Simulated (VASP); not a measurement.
Calculation: r2SCAN meta-GGA, VASP's PBE PAW potentials (set 64) (plane waves; VASP 6.6.1).

VASP input:

**INCAR**
```
LASPH=.TRUE.   ! aspherical one-centre terms
LCHARG=.FALSE.
ISIF=3   ! ions, shape and volume
EDIFFG=-0.02   ! ionic stop
ALGO=Normal
LREAL=.FALSE.   ! projection in real space or not
LMAXMIX=4
NSW=60   ! most ionic steps
ISMEAR=0   ! Gaussian
IBRION=2   ! conjugate gradients
EDIFF=1E-6   ! SCF stop (eV)
LWAVE=.FALSE.
METAGGA=R2SCAN
LMIXTAU=.TRUE.
NELM=100   ! most electronic steps
SYSTEM=AlInSb2
PREC=Accurate
ENCUT=400
SIGMA=0.05   ! width (eV)
```

KPOINTS:
```
Automatic mesh
0
Gamma
5 5 5
0 0 0
```

### POSCAR
```
AlInSb2
1
    2.2501772284     1.2991406441     7.2870272927
   -2.2501772284     1.2991406441     7.2870272927
   -0.0000000000    -2.5982812882     7.2870272927
Al In Sb
1 1 2
Direct
  0.0005391011   0.0005391011   0.0005391011
  0.4996429994   0.4996429994   0.4996429994
  0.8791628581   0.8791628581   0.8791628581
  0.3706480413   0.3706480413   0.3706480413
```

POTCAR, in this order: Al In_d Sb (PBE.64 set). Program: vasp_std.

What VASP printed:

**OUTCAR**
```
 ion  position               nearest neighbor table
   1  0.001  0.001  0.001-   3 2.65   4 2.72   4 2.72   4 2.72
   2  0.500  0.500  0.500-   3 2.79   3 2.79   3 2.79   4 2.82
   3  0.879  0.879  0.879-   1 2.65   2 2.79   2 2.79   2 2.79
   4  0.371  0.371  0.371-   1 2.72   1 2.72   1 2.72   2 2.82
  LATTYP: Found a trigonal (rhomboedric) cell.
 ALAT       =     7.7363964956
 COS(alpha) =     0.8308055514
 Subroutine PRICEL returns:
 Original cell was already a primitive cell.
 Subroutine GETGRP returns: Found  6 space group operations
The static configuration has the point symmetry C_3v.
The dynamic configuration has the point symmetry C_3v.
 Subroutine INISYM returns: Found  6 space group operations
 Subroutine IBZKPT returns following result:
 Found     19 irreducible k-points:

 Following reciprocal coordinates:
            Coordinates               Weight
  0.000000  0.000000  0.000000      1.000000
  0.200000 -0.000000  0.000000      6.000000
  0.400000 -0.000000  0.000000      6.000000
  0.200000  0.200000  0.000000      6.000000
  0.400000  0.200000 -0.000000     12.000000
 -0.400000  0.200000  0.000000     12.000000
 -0.200000  0.200000  0.000000      6.000000
  0.400000  0.400000  0.000000      6.000000
 -0.400000  0.400000  0.000000      6.000000
  0.200000  0.200000  0.200000      2.000000
  0.400000  0.200000  0.200000      6.000000
 -0.400000  0.200000  0.200000      6.000000
 -0.200000  0.200000  0.200000      6.000000
  0.400000  0.400000  0.200000      6.000000
 -0.400000  0.400000  0.200000     12.000000
 -0.200000  0.400000  0.200000     12.000000
 -0.400000 -0.400000  0.200000      6.000000
  0.400000  0.400000  0.400000      2.000000
 -0.400000  0.400000  0.400000      6.000000
   k-points           NKPTS =     19   k-points in BZ     NKDIM =     19   number of bands    NBANDS=     17
   number of dos      NEDOS =    301   number of ions     NIONS =      4
   total plane-waves  NPLWV = 125000
   dimension x,y,z NGX =    50 NGY =   50 NGZ =   50
   dimension x,y,z NGXF=   100 NGYF=  100 NGZF=  100
   ions per type =               1   1   2
   PREC   = accura    normal or accurate (medium, high low for compatibility)
   ISTART =      0    job   : 0-new  1-cont  2-samecut
   ICHARG =      2    charge: 1-file 2-atom 10-const
   ISPIN  =      1    spin polarized calculation?
   LNONCOLLINEAR =      F non collinear calculations
   LSORBIT =      F    spin-orbit coupling
   INIWAV =      1    electr: 0-lowe 1-rand  2-diag
   ENCUT  =  400.0 eV  29.40 Ry    5.42 a.u.  12.62 12.62 12.62*2*pi/ulx,y,z
   NELM   =    100;   NELMIN=  2; NELMDL= -5     # of ELM steps
   EDIFF  = 0.1E-05   stopping-criterion for ELM
   LREAL  =      F    real-space projection
   NLSPLINE    = F    spline interpolate recip. space projectors
   LMAXMIX     =    4 max onsite mixed and CHGCAR
   VOSKOWN=      0    Vosko Wilk Nusair interpolation
   EDIFFG = -.2E-01   stopping-criterion for IOM
   NSW    =     60    number of steps for IOM
   NBLOCK =      1;   KBLOCK =     60    inner block; outer block
   IBRION =      2    ionic relax: 0-MD 1-quasi-New 2-CG
   NFREE  =      1    steps in history (QN), initial steepest desc. (CG)
   ISIF   =      3    stress and relaxation
   ISYM   =      2    0-nonsym 1-usesym 2-fastsym
   TEIN   =    0.0    initial temperature
   TEBEG  =    0.0;   TEEND  =   0.0 temperature during run
   SMASS  =  -3.00    Nose mass-parameter (am)
   PSTRESS=    0.0 pullay stress
   NELECT =      26.0000    total number of electrons
   EFERMI =   0.00;   METHOD = LEGACY
   ISMEAR =     0;   SIGMA  =   0.05  broadening in eV -4-tet -1-fermi 0-gaus
   IALGO  =     38    algorithm
   LDIAG  =      T    sub-space diagonalisation (order eigenvalues)
   IMIX   =      4    mixing-type and parameters
...
```

OSZICAR:
```
       N       E                     dE             d eps       ncg     rms          rms(c)
DAV:   1     0.855326773339E+02    0.85533E+02   -0.94146E+03   646   0.115E+03
DAV:   2    -0.739835346591E+02   -0.15952E+03   -0.15693E+03   702   0.287E+02
DAV:   3    -0.853793422918E+02   -0.11396E+02   -0.11212E+02   893   0.867E+01
DAV:   4    -0.856257451779E+02   -0.24640E+00   -0.24631E+00   791   0.156E+01
DAV:   5    -0.856365467761E+02   -0.10802E-01   -0.10801E-01  1066   0.264E+00    0.689E+00
DAV:   6    -0.831572581246E+02    0.24793E+01   -0.15737E+00   833   0.229E+01    0.384E+00
DAV:   7    -0.808697041201E+02    0.22876E+01   -0.64432E-01   820   0.826E+00    0.145E+00
DAV:   8    -0.816188473632E+02   -0.74914E+00   -0.81794E-01   730   0.761E+00    0.145E+00
DAV:   9    -0.815539982703E+02    0.64849E-01   -0.74439E-02   701   0.284E+00    0.590E-01
DAV:  10    -0.815769117287E+02   -0.22913E-01   -0.16891E-02   752   0.106E+00    0.464E-01
DAV:  11    -0.815971590220E+02   -0.20247E-01   -0.11787E-02   681   0.991E-01    0.191E-01
DAV:  12    -0.816026243625E+02   -0.54653E-02   -0.65129E-03   746   0.615E-01    0.102E-01
DAV:  13    -0.816037809089E+02   -0.11565E-02   -0.10691E-03   676   0.343E-01    0.136E-01
DAV:  14    -0.816035068658E+02    0.27404E-03   -0.14038E-04   776   0.128E-01    0.144E-01
DAV:  15    -0.816040219401E+02   -0.51507E-03   -0.18425E-04   666   0.152E-01    0.332E-02
DAV:  16    -0.816046130454E+02   -0.59111E-03   -0.49430E-04   747   0.196E-01    0.107E-02
DAV:  17    -0.816046247074E+02   -0.11662E-04   -0.19568E-05   886   0.335E-02    0.159E-02
DAV:  18    -0.816046237768E+02    0.93059E-06   -0.79377E-07   552   0.911E-03
   1 F= -.81604624E+02 E0= -.81604624E+02  d E =-.816046E+02
       N       E                     dE             d eps       ncg     rms          rms(c)
DAV:   1    -0.816349997438E+02   -0.30375E-01   -0.85508E-01   849   0.150E+01    0.109E+00
DAV:   2    -0.816100062188E+02    0.24994E-01   -0.60310E-02   831   0.455E+00    0.440E-01
DAV:   3    -0.816046321777E+02    0.53740E-02   -0.18614E-02   825   0.211E+00    0.155E-01
DAV:   4    -0.816067970917E+02   -0.21649E-02   -0.26573E-03   653   0.406E-01    0.167E-01
DAV:   5    -0.816058885430E+02    0.90855E-03   -0.97612E-04   652   0.275E-01    0.138E-01
DAV:   6    -0.816061331518E+02   -0.24461E-03   -0.24249E-03   653   0.452E-01    0.150E-01
DAV:   7    -0.816067169204E+02   -0.58377E-03   -0.44217E-04   652   0.191E-01    0.492E-02
DAV:   8    -0.816067157448E+02    0.11756E-05   -0.13252E-05   898   0.323E-02    0.706E-02
DAV:   9    -0.816067164778E+02   -0.73302E-06   -0.20399E-05   750   0.447E-02    0.380E-02
DAV:  10    -0.816067252658E+02   -0.87880E-05   -0.47955E-06   779   0.191E-02    0.228E-02
DAV:  11    -0.816067301702E+02   -0.49044E-05   -0.29240E-06   593   0.190E-02    0.215E-02
DAV:  12    -0.816067305695E+02   -0.39928E-06   -0.57584E-07   389   0.849E-03
   2 F= -.81606731E+02 E0= -.81606731E+02  d E =-.210679E-02
       N       E                     dE             d eps       ncg     rms          rms(c)
DAV:   1    -0.816084575731E+02   -0.17274E-02   -0.44244E-02   849   0.335E+00    0.250E-01
DAV:   2    -0.816071334793E+02    0.13241E-02   -0.32503E-03   821   0.107E+00    0.981E-02
DAV:   3    -0.816069040800E+02    0.22940E-03   -0.92690E-04   825   0.471E-01    0.392E-02
DAV:   4    -0.816069973664E+02   -0.93286E-04   -0.11753E-04   655   0.859E-02    0.405E-02
DAV:   5    -0.816069278278E+02    0.69539E-04   -0.73038E-05   655   0.745E-02    0.290E-02
DAV:   6    -0.816069828366E+02   -0.55009E-04   -0.14561E-04   651   0.109E-01    0.269E-02
DAV:   7    -0.816070006286E+02   -0.17792E-04   -0.14672E-05   655   0.334E-02    0.817E-03
DAV:   8    -0.816070004836E+02    0.14500E-06   -0.39629E-07   420   0.626E-03
   3 F= -.81607000E+02 E0= -.81607000E+02  d E =-.237671E-02
       N       E                     dE             d eps       ncg     rms          rms(c)
DAV:   1    -0.816070334614E+02   -0.32833E-04   -0.91533E-04   853   0.486E-01    0.363E-02
DAV:   2    -0.816070056217E+02    0.27840E-04   -0.72406E-05   822   0.162E-01    0.140E-02
DAV:   3    -0.816070016489E+02    0.39728E-05   -0.19576E-05   822   0.673E-02    0.583E-03
DAV:   4    -0.816070041762E+02   -0.25273E-05   -0.21285E-06   651   0.124E-02    0.702E-03
DAV:   5    -0.816070040835E+02    0.92774E-07   -0.92857E-08   332   0.284E-03
   4 F= -.81607004E+02 E0= -.81607004E+02  d E =-.238031E-02
       N       E                     dE             d eps       ncg     rms          rms(c)
DAV:   1    -0.816070094064E+02   -0.52301E-05   -0.18128E-04   844   0.212E-01    0.340E-02
DAV:   2    -0.816070059751E+02    0.34312E-05   -0.14079E-05   798   0.621E-02    0.167E-02
DAV:   3    -0.816070039106E+02    0.20645E-05   -0.65313E-06   725   0.432E-02    0.193E-03
DAV:   4    -0.816070034535E+02    0.45710E-06   -0.27426E-06   528   0.230E-02
   5 F= -.81607003E+02 E0= -.81607003E+02  d E =-.237968E-02
       N       E                     dE             d eps       ncg     rms          rms(c)
DAV:   1    -0.816071587752E+02   -0.15486E-03   -0.11023E-02   753   0.675E-01    0.521E-02
DAV:   2    -0.816071645575E+02   -0.57823E-05   -0.54324E-04   920   0.255E-01    0.290E-02
DAV:   3    -0.816071587147E+02    0.58429E-05   -0.34264E-05   891   0.620E-02    0.156E-02
DAV:   4    -0.816071516705E+02    0.70441E-05   -0.14609E-05   826   0.489E-02    0.450E-03
DAV:   5    -0.816071534493E+02   -0.17788E-05   -0.90120E-06   662   0.283E-02    0.430E-03
DAV:   6    -0.816071543109E+02   -0.86161E-06   -0.26821E-06   653   0.173E-02
   6 F= -.81607154E+02 E0= -.81607154E+02  d E =-.150857E-03
```

OUTCAR:
```
------------------------ aborting loop because EDIFF is reached ----------------------------------------
  FORCE on cell =-STRESS in cart. coord.  units (eV):
  Direction    XX          YY          ZZ          XY          YZ          ZX
  --------------------------------------------------------------------------------------
  Total       -0.0321248     -0.0321248      0.0270448      0.0000000      0.0000000      0.0000000
  in kB       -0.3987756     -0.3987757      0.3357155      0.0000000      0.0000000      0.0000000
  external PRESSURE =      -0.1539453 kB  Pullay stress =       0.0000000 kB
  volume of cell :      129.07
      direct lattice vectors                 reciprocal lattice vectors
     2.254260781  1.301498286  7.332016673     0.221802200  0.128057538  0.045462708
    -2.254260781  1.301498286  7.332016673    -0.221802200  0.128057538  0.045462708
    -0.000000000 -2.602996571  7.332016673     0.000000000 -0.256115077  0.045462708
 POSITION                                       TOTAL-FORCE (eV/Angst)
 -----------------------------------------------------------------------------------
     -0.00000      0.00000      0.01131         0.000000      0.000000     -0.016112
     -0.00000      0.00000     10.98877         0.000000      0.000000     -0.017685
     -0.00000      0.00000     19.33945        -0.000000     -0.000000      0.016452
     -0.00000      0.00000      8.15341        -0.000000      0.000000      0.017345
 -----------------------------------------------------------------------------------
    total drift:                               -0.000000      0.000008     -0.000093
  FREE ENERGIE OF THE ION-ELECTRON SYSTEM (eV)
  ---------------------------------------------------
  free  energy   TOTEN  =       -81.6071543109 eV

  energy  without entropy=      -81.6071543109  energy(sigma->0) =      -81.60715431

 reached required accuracy - stopping structural energy minimisation
```
(Selected blocks of OUTCAR.)

File CONTCAR:
```
AlInSb2
   1.00000000000000
     2.2542607813770301    1.3014982856832027    7.3320166734627348
    -2.2542607813770301    1.3014982856832027    7.3320166734627348
    -0.0000000000000000   -2.6029965713664054    7.3320166734627348
  Al              In              Sb
     1     1     2
Direct
     0.0005142238209099    0.0005142238209099    0.0005142238209099
     0.4995790373742200    0.4995790373742200    0.4995790373742200
     0.8792237655030203    0.8792237655030203    0.8792237655030203
     0.3706759732018586    0.3706759732018586    0.3706759732018586
```

The structure comes from a computed database's AlInSb2 entry (R3m); how it stands against other phases isn't given here. This run relaxes it. Symmetry was kept, so distortions that lower it aren't found. The start is the result of an earlier pass.
